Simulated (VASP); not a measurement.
These are PBEsol GGA, VASP's PBE PAW potentials (set 64) (plane waves; VASP) values and carry that method's errors.

A VASP calculation is set up with these files.

File POSCAR:
```
N2
5.3201970
  0.7639596804   0.0000000000   0.0000000000
  0.0000000000   0.7639596804   0.0000000000
  0.0000000000   0.0000000000   1.0000000000
N
4
Direct
  0.9042800000   0.9042800000   0.0000000000
  0.0957200000   0.0957200000   0.0000000000
  0.5957200000   0.4042800000   0.5000000000
  0.4042800000   0.5957200000   0.5000000000
```

INCAR:
```
! general
SYSTEM=N2
PREC  =Accurate
ENCUT =400   ! plane-wave cut-off (eV)
LREAL =.False.
LASPH =.True.

! electronic loop
EDIFF =1E-6
NELM  =100
ALGO  =Normal

! smearing
ISMEAR=0   ! Gaussian
SIGMA =0.01   ! width (eV)

! functional
GGA   =PS   ! PBEsol

! ions
ISIF  =2

! output
LWAVE =.False.
LCHARG=.False.
```

File KPOINTS:
```
Automatic mesh
0
Gamma
6 6 4
0 0 0
```

POTCAR, in this order: N (PBE.64 set). Program: vasp_std.

Question: What will the output report for the number of irreducible k-points (NKPTS), largest plane-wave count, number of space-group operations, FFT grid (NGX, NGY, NGZ)?

Answer: 
- number of irreducible k-points (NKPTS): 30
- largest plane-wave count: 1618
- number of space-group operations: 16
- FFT grid (NGX, NGY, NGZ): 28 × 28 × 36

The structure comes from a computed database's N2 entry (P4_2/mnm); how it stands against other phases isn't given here. The cell was not relaxed at this level, and its volume differs by -5.9 % from the start's.
